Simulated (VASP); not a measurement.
All values below come from PBE GGA, VASP's PBE PAW potentials (set 64) (plane waves; VASP).

Input for VASP

### INCAR
```
ALGO  =  Normal
EDIFF  =  1E-6
EDIFFG  =  -0.01
ENCUT  =  300
GGA  =  PE
IBRION  =  2
ISIF  =  3
ISMEAR  =  0
ISPIN  =  2
LASPH  =  .TRUE.
LCHARG  =  .FALSE.
LMAXMIX  =  4
LORBIT  =  11
LREAL  =  .FALSE.
LWAVE  =  .FALSE.
MAGMOM  =  2.0 2.0 2.0 2.0 0.0 0.0 0.0 0.0
NELM  =  100
NSW  =  50
PREC  =  Accurate
SIGMA  =  0.136
SYSTEM  =  NiSb
```

**KPOINTS**
```
Regular mesh
0
gamma
  4 4 1
```

**POSCAR**
```
NiSb
1
    3.6015810000     0.0000000000     0.0000000000
   -1.8007900000     3.1190600000     0.0000000000
    0.0000000000     0.0000000000    12.1503880000
Ni Sb
4 4
Direct
  0.3333330000   0.6666670000   0.1250000000
  0.6666670000   0.3333330000   0.6250000000
  0.6666670000   0.3333330000   0.8750000000
  0.3333330000   0.6666670000   0.3750000000
  0.0000000000   0.0000000000   0.0000000000
  0.0000000000   0.0000000000   0.5000000000
  0.3333330000   0.6666670000   0.7500000000
  0.6666670000   0.3333330000   0.2500000000
```

POTCAR, in this order: Ni Sb (PBE.64 set). Program: vasp_std.

Output

**OSZICAR**
```
...
DAV:   7    -0.393397430642E+02    0.47471E-05   -0.56479E-05   880   0.686E-02    0.100E-02
DAV:   8    -0.393397431636E+02   -0.99319E-07   -0.62870E-06   688   0.256E-02
  11 F= -.39339743E+02 E0= -.39329051E+02  d E =-.350553E-01  mag=    -0.0000
       N       E                     dE             d eps       ncg     rms          rms(c)
DAV:   1    -0.394152024366E+02   -0.75459E-01   -0.23358E+00   672   0.843E+00    0.188E+00
DAV:   2    -0.393725275867E+02    0.42675E-01   -0.79847E-02   720   0.310E+00    0.109E+00
DAV:   3    -0.393755419627E+02   -0.30144E-02   -0.11522E-01   768   0.413E+00    0.142E+00
DAV:   4    -0.393507833073E+02    0.24759E-01   -0.81614E-02   736   0.330E+00    0.116E-01
DAV:   5    -0.393511284583E+02   -0.34515E-03   -0.45785E-03   640   0.472E-01    0.827E-02
DAV:   6    -0.393510791603E+02    0.49298E-04   -0.31593E-04   848   0.179E-01    0.315E-02
DAV:   7    -0.393510769264E+02    0.22339E-05   -0.41598E-05   848   0.565E-02    0.864E-03
DAV:   8    -0.393510767781E+02    0.14830E-06   -0.50268E-06   640   0.227E-02
  12 F= -.39351077E+02 E0= -.39342892E+02  d E =-.463889E-01  mag=     0.0000
       N       E                     dE             d eps       ncg     rms          rms(c)
DAV:   1    -0.395676224356E+02   -0.21655E+00   -0.82771E+00   736   0.171E+01    0.385E+00
DAV:   2    -0.399102586694E+02   -0.34264E+00   -0.33164E+00   768   0.216E+01    0.588E+00
DAV:   3    -0.394227638960E+02    0.48749E+00   -0.16221E+00   752   0.163E+01    0.795E-01
DAV:   4    -0.394241493699E+02   -0.13855E-02   -0.83770E-02   656   0.111E+00    0.615E-01
DAV:   5    -0.394202602336E+02    0.38891E-02   -0.11518E-02   752   0.126E+00    0.190E-01
DAV:   6    -0.394202985548E+02   -0.38321E-04   -0.11896E-03   656   0.198E-01    0.537E-02
DAV:   7    -0.394202724837E+02    0.26071E-04   -0.10941E-04   816   0.970E-02    0.244E-02
DAV:   8    -0.394202677180E+02    0.47657E-05   -0.33619E-05   880   0.559E-02    0.121E-02
DAV:   9    -0.394202660525E+02    0.16655E-05   -0.31543E-06   624   0.117E-02    0.851E-03
DAV:  10    -0.394202652261E+02    0.82639E-06   -0.15254E-06   416   0.112E-02
  13 F= -.39420265E+02 E0= -.39413199E+02  d E =-.691884E-01  mag=    -0.0000
       N       E                     dE             d eps       ncg     rms          rms(c)
DAV:   1    -0.408244757107E+02   -0.14042E+01   -0.70934E+01   736   0.473E+01    0.118E+01
DAV:   2    -0.435315654088E+02   -0.27071E+01   -0.28953E+01   768   0.641E+01    0.162E+01
DAV:   3    -0.394867104413E+02    0.40449E+01   -0.11652E+01   752   0.478E+01    0.200E+00
DAV:   4    -0.395627934543E+02   -0.76083E-01   -0.11408E+00   704   0.518E+00    0.249E+00
DAV:   5    -0.395059104558E+02    0.56883E-01   -0.14393E-01   768   0.441E+00    0.969E-01
DAV:   6    -0.395059275962E+02   -0.17140E-04   -0.95150E-03   672   0.557E-01    0.448E-01
DAV:   7    -0.395043754570E+02    0.15521E-02   -0.40790E-03   768   0.689E-01    0.131E-01
DAV:   8    -0.395043955621E+02   -0.20105E-04   -0.49563E-04   672   0.130E-01    0.603E-02
DAV:   9    -0.395043737627E+02    0.21799E-04   -0.15975E-04   928   0.122E-01    0.686E-02
DAV:  10    -0.395043628636E+02    0.10899E-04   -0.24257E-05   832   0.416E-02    0.719E-03
DAV:  11    -0.395043625320E+02    0.33156E-06   -0.37543E-06   672   0.792E-03
  14 F= -.39504363E+02 E0= -.39497690E+02  d E =-.153286E+00  mag=    -0.0000
       N       E                     dE             d eps       ncg     rms          rms(c)
DAV:   1    -0.398057366493E+02   -0.30137E+00   -0.20316E+01   712   0.271E+01    0.491E+00
DAV:   2    -0.403166188112E+02   -0.51088E+00   -0.51949E+00   752   0.283E+01    0.762E+00
DAV:   3    -0.395557564547E+02    0.76086E+00   -0.26927E+00   744   0.203E+01    0.130E+00
DAV:   4    -0.395435100204E+02    0.12246E-01   -0.85255E-02   744   0.234E+00    0.398E-01
DAV:   5    -0.395419576235E+02    0.15524E-02   -0.64833E-03   912   0.830E-01    0.106E-01
DAV:   6    -0.395419179758E+02    0.39648E-04   -0.80558E-04   704   0.232E-01    0.603E-02
DAV:   7    -0.395419244816E+02   -0.65058E-05   -0.21840E-05   800   0.285E-02    0.443E-02
DAV:   8    -0.395419282318E+02   -0.37502E-05   -0.60383E-06   744   0.241E-02    0.180E-02
DAV:   9    -0.395419279300E+02    0.30177E-06   -0.63982E-06   568   0.258E-02
  15 F= -.39541928E+02 E0= -.39534740E+02  d E =-.375654E-01  mag=    -0.0000
       N       E                     dE             d eps       ncg     rms          rms(c)
DAV:   1    -0.395424390364E+02   -0.51080E-03   -0.35129E-02   736   0.107E+00    0.214E-01
DAV:   2    -0.395434662587E+02   -0.10272E-02   -0.10143E-02   776   0.122E+00    0.332E-01
DAV:   3    -0.395419590115E+02    0.15072E-02   -0.49668E-03   752   0.900E-01    0.463E-02
DAV:   4    -0.395419547375E+02    0.42740E-05   -0.17060E-04   704   0.681E-02    0.236E-02
DAV:   5    -0.395419497605E+02    0.49770E-05   -0.19461E-05   688   0.528E-02    0.593E-03
DAV:   6    -0.395419504109E+02   -0.65034E-06   -0.31036E-06   496   0.156E-02
  16 F= -.39541950E+02 E0= -.39534715E+02  d E =-.375879E-01  mag=    -0.0000
       N       E                     dE             d eps       ncg     rms          rms(c)
DAV:   1    -0.395420670840E+02   -0.11732E-03   -0.85237E-03   720   0.527E-01    0.106E-01
DAV:   2    -0.395423233632E+02   -0.25628E-03   -0.24477E-03   768   0.601E-01    0.163E-01
DAV:   3    -0.395419604322E+02    0.36293E-03   -0.11969E-03   768   0.443E-01    0.229E-02
DAV:   4    -0.395419568056E+02    0.36266E-05   -0.42040E-05   656   0.332E-02    0.120E-02
DAV:   5    -0.395419549798E+02    0.18258E-05   -0.48729E-06   592   0.265E-02    0.279E-03
DAV:   6    -0.395419547151E+02    0.26469E-06   -0.67192E-07   320   0.751E-03
  17 F= -.39541955E+02 E0= -.39534743E+02  d E =-.375922E-01  mag=    -0.0000
       N       E                     dE             d eps       ncg     rms          rms(c)
DAV:   1    -0.395436451641E+02   -0.16902E-02   -0.41366E-02   672   0.120E+00    0.267E-01
DAV:   2    -0.395437116199E+02   -0.66456E-04   -0.70851E-03   736   0.102E+00    0.273E-01
DAV:   3    -0.395428219655E+02    0.88965E-03   -0.40870E-03   784   0.817E-01    0.127E-01
DAV:   4    -0.395425980242E+02    0.22394E-03   -0.47940E-04   752   0.232E-01    0.170E-02
DAV:   5    -0.395426000331E+02   -0.20089E-05   -0.74179E-05   688   0.809E-02    0.112E-02
DAV:   6    -0.395425992824E+02    0.75073E-06   -0.82299E-06   688   0.300E-02
  18 F= -.39542599E+02 E0= -.39535396E+02  d E =-.644567E-03  mag=     0.0000
       N       E                     dE             d eps       ncg     rms          rms(c)
DAV:   1    -0.395483438345E+02   -0.57438E-02   -0.21020E-01   672   0.270E+00    0.598E-01
DAV:   2    -0.395485808699E+02   -0.23704E-03   -0.34938E-02   736   0.226E+00    0.608E-01
DAV:   3    -0.395442196874E+02    0.43612E-02   -0.20335E-02   784   0.182E+00    0.287E-01
DAV:   4    -0.395430786576E+02    0.11410E-02   -0.24475E-03   752   0.530E-01    0.374E-02
DAV:   5    -0.395430917749E+02   -0.13117E-04   -0.37378E-04   688   0.180E-01    0.248E-02
DAV:   6    -0.395430880012E+02    0.37737E-05   -0.39167E-05   752   0.650E-02    0.834E-03
DAV:   7    -0.395430882518E+02   -0.25063E-06   -0.32184E-06   512   0.200E-02
  19 F= -.39543088E+02 E0= -.39535822E+02  d E =-.113354E-02  mag=     0.0000
       N       E                     dE             d eps       ncg     rms          rms(c)
DAV:   1    -0.395432959456E+02   -0.20794E-03   -0.80173E-03   672   0.519E-01    0.117E-01
DAV:   2    -0.395433015744E+02   -0.56287E-05   -0.13049E-03   736   0.434E-01    0.117E-01
DAV:   3    -0.395431388614E+02    0.16271E-03   -0.76661E-04   784   0.354E-01    0.564E-02
DAV:   4    -0.395430963232E+02    0.42538E-04   -0.93339E-05   752   0.103E-01    0.749E-03
DAV:   5    -0.395430971803E+02   -0.85711E-06   -0.14323E-05   672   0.354E-02    0.482E-03
DAV:   6    -0.395430970474E+02    0.13287E-06   -0.13649E-06   320   0.129E-02
  20 F= -.39543097E+02 E0= -.39535850E+02  d E =-.114233E-02  mag=    -0.0000
```

OUTCAR:
```
------------------------ aborting loop because EDIFF is reached ----------------------------------------
  FORCE on cell =-STRESS in cart. coord.  units (eV):
  Direction    XX          YY          ZZ          XY          YZ          ZX
  --------------------------------------------------------------------------------------
  Total        0.0029909      0.0029909      0.0271911      0.0000000      0.0000000      0.0000000
  in kB        0.0335098      0.0335098      0.3046508      0.0000000      0.0000000      0.0000000
  external PRESSURE =       0.1238902 kB  Pullay stress =       0.0000000 kB
  volume of cell :      143.00
      direct lattice vectors                 reciprocal lattice vectors
     3.879757422  0.000000046  0.000000000     0.257748071  0.148810910  0.000000000
    -1.939878132  3.359967673 -0.000000000    -0.000000004  0.297621909  0.000000000
    -0.000000000 -0.000000000 10.969699112    -0.000000000 -0.000000000  0.091160203
 POSITION                                       TOTAL-FORCE (eV/Angst)
 -----------------------------------------------------------------------------------
     -0.00000      2.23998      1.45760        -0.000000      0.000000     -0.003944
      1.93988      1.11999      6.94245         0.000000     -0.000000     -0.003944
      1.93988      1.11999      9.51209         0.000000     -0.000000      0.003944
     -0.00000      2.23998      4.02724        -0.000000      0.000000      0.003944
      0.00000      0.00000      0.00000         0.000000     -0.000000      0.000000
      0.00000      0.00000      5.48485         0.000000      0.000000      0.000000
     -0.00000      2.23998      8.22727         0.000000     -0.000000      0.000000
      1.93988      1.11999      2.74242        -0.000000      0.000000      0.000000
 -----------------------------------------------------------------------------------
    total drift:                               -0.000627      0.000362     -0.000264
  FREE ENERGIE OF THE ION-ELECTRON SYSTEM (eV)
  ---------------------------------------------------
  free  energy   TOTEN  =       -39.5430970474 eV

  energy  without entropy=      -39.5286038402  energy(sigma->0) =      -39.53585044

 total charge

# of ion       s       p       d       tot
------------------------------------------
    1        0.454   0.408   8.470   9.331
    2        0.454   0.408   8.470   9.331
    3        0.454   0.408   8.470   9.331
    4        0.454   0.408   8.470   9.331
    5        1.147   1.195   0.058   2.400
    6        1.147   1.195   0.058   2.400
    7        1.143   1.210   0.076   2.429
    8        1.143   1.210   0.076   2.429
--------------------------------------------------
tot          6.396   6.442  34.146  46.984

 magnetization (x)

# of ion       s       p       d       tot
------------------------------------------
    1       -0.000  -0.000  -0.000  -0.000
    2       -0.000  -0.000  -0.000  -0.000
    3       -0.000  -0.000  -0.000  -0.000
    4       -0.000  -0.000  -0.000  -0.000
    5       -0.000   0.000  -0.000   0.000
    6       -0.000   0.000  -0.000   0.000
    7        0.000  -0.000   0.000   0.000
    8        0.000  -0.000   0.000   0.000
--------------------------------------------------
tot         -0.000   0.000  -0.000  -0.000

 reached required accuracy - stopping structural energy minimisation
```
(Selected blocks of OUTCAR.)

**CONTCAR**
```
NiSb
   1.00000000000000
     3.8797574218414539    0.0000000461750128    0.0000000000000000
    -1.9398781323133467    3.3599676732084585   -0.0000000000000000
    -0.0000000000000000   -0.0000000000000000   10.9696991124859213
  Ni              Sb
     4     4
Direct
     0.3333330000000032    0.6666669999999968    0.1328755475832319
     0.6666669999999968    0.3333330000000032    0.6328755475832319
     0.6666669999999968    0.3333330000000032    0.8671244524167681
     0.3333330000000032    0.6666669999999968    0.3671244524167680
     0.0000000000000000    0.0000000000000000    0.0000000000000000
     0.0000000000000000    0.0000000000000000    0.5000000000000000
     0.3333330000000032    0.6666669999999968    0.7500000000000000
     0.6666669999999968    0.3333330000000032    0.2500000000000000
```

File OUTCAR:
```
 val. band max:        9.3202158875   @ k =   0.5000   0.0000   0.0000

 cond. band min:       9.6503568432   @ k =   0.5000   0.0000   0.0000


 Fermi energy:         9.6037386676

 spin component 1

 k-point     1 :       0.0000    0.0000    0.0000
  band No.  band energies     occupation
      1      -3.2103      1.00000
      2      -2.1548      1.00000
      3      -1.8333      1.00000
      4       0.5694      1.00000
      5       3.1360      1.00000
      6       5.9231      1.00000
      7       5.9231      1.00000
      8       6.3904      1.00000
      9       6.3904      1.00000
     10       6.4715      1.00000
     11       6.7432      1.00000
     12       6.8043      1.00000
     13       6.8043      1.00000
     14       6.9847      1.00000
     15       7.2099      1.00000
     16       7.2099      1.00000
     17       7.4073      1.00000
     18       7.4073      1.00000
     19       7.4686      1.00000
     20       7.4686      1.00000
     21       7.8134      1.00000
     22       7.8135      1.00000
     23       8.0071      1.00000
     24       8.0071      1.00000
     25       8.7442      1.00000
     26       8.8127      1.00000
     27       9.7516      0.06212
     28      10.6524      0.00000
     29      10.6524      0.00000
     30      11.4343      0.00000
     31      11.4343      0.00000
     32      11.7149      0.00000
     33      11.7149      0.00000
     34      12.3205      0.00000
     35      12.3205      0.00000
     36      12.8307      0.00000
     37      13.1812      0.00000
     38      14.5333      0.00000
     39      14.8048      0.00000
     40      14.8048      0.00000

 k-point     2 :       0.2500    0.0000    0.0000
  band No.  band energies     occupation
      1      -2.4326      1.00000
      2      -1.4709      1.00000
      3      -1.1455      1.00000
      4       0.6877      1.00000
      5       3.9991      1.00000
      6       4.7840      1.00000
...
```

At this cut-off the stress carries a Pulay error, which pulls relaxed volumes low. Energy and stress use the plane-wave basis of the starting cell. Unless said otherwise, spin-orbit coupling is left out, though it shifts the bands of the heavy elements here.

The structure was generated: NiSb was put into an ordered model structure, which need not be its known phase. This run relaxes it. Symmetry was kept, so distortions that lower it aren't found. The k-mesh is coarse (spacing up to 0.57 per Å, 2π included), so the numbers may not be converged in it. The run is one of a series of settings (EDIFFG = -0.01, IBRION = 2, ISIF = 3, NSW = 50 against the base run), some of them coarse on purpose.
